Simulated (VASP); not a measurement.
Level of theory: PBEsol GGA, VASP's PBE PAW potentials (set 64) (plane waves; VASP).

VASP input:

### KPOINTS
```
Regular mesh
0
G
 8 8 8
0 0 0
```

POSCAR:
```
TeRh
1.0
  1.8042638432  -5.1610844043   0.0000000000
  1.8042638432   5.1610844043   0.0000000000
  0.0000000000   0.0000000000   3.9680742696
Te Rh
2 2
Cart
  1.8042638432  -1.4855955712   0.9920185674
  1.8042638432   1.4855955712   2.9760557022
  1.8042638432  -4.2769740230   0.9920185674
  1.8042638432   4.1769740221   2.9760557022
```

**INCAR**
```
! general
SYSTEM  = TeRh
PREC    = Accurate
ENCUT   = 480
LREAL   = .FALSE.
LASPH   = .TRUE.

! electronic loop
EDIFF   = 1E-7
NELM    = 100
ALGO    = Normal
LMAXMIX = 4

! smearing
ISMEAR  = 1
SIGMA   = 0.1

! functional
GGA     = PS

! ions
ISIF    = 2

! output
LWAVE   = .FALSE.
LCHARG  = .FALSE.
```

POTCAR, in this order: Te Rh_pv (PBE.64 set). Program: vasp_std.

Output

**OSZICAR**
```
       N       E                     dE             d eps       ncg     rms          rms(c)
DAV:   1     0.361315160320E+03    0.36132E+03   -0.23234E+04  5818   0.157E+03
DAV:   2    -0.104117817688E+02   -0.37173E+03   -0.36705E+03  6042   0.424E+02
DAV:   3    -0.241893098033E+02   -0.13778E+02   -0.13534E+02  6450   0.798E+01
DAV:   4    -0.244458547758E+02   -0.25654E+00   -0.25522E+00  5717   0.102E+01
DAV:   5    -0.244503776504E+02   -0.45229E-02   -0.45214E-02  6300   0.147E+00    0.176E+01
DAV:   6    -0.241601881602E+02    0.29019E+00   -0.65836E-01  5689   0.669E+00    0.986E+00
DAV:   7    -0.241328125807E+02    0.27376E-01   -0.70380E-01  5674   0.637E+00    0.292E+00
DAV:   8    -0.240866953946E+02    0.46117E-01   -0.72307E-01  5555   0.679E+00    0.227E+00
DAV:   9    -0.240708503848E+02    0.15845E-01   -0.11734E-01  5667   0.303E+00    0.142E+00
DAV:  10    -0.240697313502E+02    0.11190E-02   -0.60342E-03  5458   0.751E-01    0.516E-01
DAV:  11    -0.240689151054E+02    0.81624E-03   -0.35887E-03  5782   0.576E-01    0.259E-01
DAV:  12    -0.240689172127E+02   -0.21074E-05   -0.13167E-04  5834   0.905E-02    0.570E-02
DAV:  13    -0.240689130018E+02    0.42109E-05   -0.11934E-05  5771   0.336E-02    0.200E-02
DAV:  14    -0.240689123040E+02    0.69785E-06   -0.51476E-07  5511   0.620E-03    0.117E-03
DAV:  15    -0.240689123031E+02    0.86766E-09   -0.69642E-08  2798   0.227E-03
   1 F= -.24068912E+02 E0= -.24068767E+02  d E =-.436656E-03
```

**OUTCAR**
```
------------------------ aborting loop because EDIFF is reached ----------------------------------------
  FORCE on cell =-STRESS in cart. coord.  units (eV):
  Direction    XX          YY          ZZ          XY          YZ          ZX
  --------------------------------------------------------------------------------------
  Total        0.0483265      0.2878820      0.4450652      0.0000000      0.0000000      0.0000000
  in kB        1.0477208      6.2412899      9.6490245      0.0000000      0.0000000      0.0000000
  external PRESSURE =       5.6460117 kB  Pullay stress =       0.0000000 kB
  volume of cell :       73.90
      direct lattice vectors                 reciprocal lattice vectors
     1.804263843 -5.161084404  0.000000000     0.277121332 -0.096878865  0.000000000
     1.804263843  5.161084404  0.000000000     0.277121332  0.096878865  0.000000000
     0.000000000  0.000000000  3.968074270     0.000000000  0.000000000  0.252011412
 POSITION                                       TOTAL-FORCE (eV/Angst)
 -----------------------------------------------------------------------------------
      1.80426     -1.48560      0.99202         0.000000     -0.085498      0.000000
      1.80426      1.48560      2.97606         0.000000     -0.169718      0.000000
      1.80426     -4.27697      0.99202         0.000000      0.702193      0.000000
      1.80426      4.17697      2.97606         0.000000     -0.446977      0.000000
 -----------------------------------------------------------------------------------
    total drift:                                0.000000      0.000125     -0.000000
  FREE ENERGIE OF THE ION-ELECTRON SYSTEM (eV)
  ---------------------------------------------------
  free  energy   TOTEN  =       -24.0689123031 eV

  energy  without entropy=      -24.0684756469  energy(sigma->0) =      -24.06876675
```
(Selected blocks of OUTCAR.)

The structure was generated: TeRh was put into the CrB type (Cmcm), which need not be its known phase. This cell was strained or had an atom moved on purpose.
